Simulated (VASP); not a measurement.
Rb3Mg under changes of volume

One of the cells (65.734 Å³/atom); the others are scaled copies at fixed shape and fractional positions:

```
Rb Mg
1.0
    -3.24864    3.24864    6.22855
     3.24864   -3.24864    6.22855
     3.24864    3.24864   -6.22855
Rb Mg
3 1
Direct
  0.25000 0.75000 0.50000
  0.75000 0.25000 0.50000
  0.50000 0.50000 0.00000
  0.00000 0.00000 0.00000
```

The cell comes from a database or a generator and needn't be the stable form of this composition.

| Item | Value |
| --- | --- |
| Program | VASP 6.6.1 |
| Functional | PBE |
| Potentials or basis | VASP PAW PBE potentials, release 64 (Rb_sv, Mg) |
| Cutoff | 520 eV |
| k mesh | 6 × 6 × 6 |
| Occupations | fermi-dirac, width 0.05 eV |
| Spin | no spin polarisation |

```tsv
volume (Å³/atom)	energy over the lowest point (meV/atom)	pressure (GPa)
60.578	?	?
61.867	1.93	0.2
63.156	0.56	0.1
65.734	0.00	-0.1
67.023	0.68	-0.1
68.312	1.91	-0.2
```

Question: What does the run at 60.578 Å³/atom give?

Answer: Energy over the lowest point 4.13 meV/atom; pressure 0.3 GPa.

Worked out: A Birch-Murnaghan fit of order 3 (a polynomial in V^(-2/3)) to the other rows has its minimum at 64.96 Å³/atom with B0 = V·E''(V) = 4.1 GPa and B' = 4.1 at fixed shape and positions, which overstates the stiffness. It gives 4.13 meV/atom at 60.578 Å³/atom, against the run's 4.13, and -dE/dV = 0.3 GPa, against 0.3.

Energies are extrapolated to zero smearing.
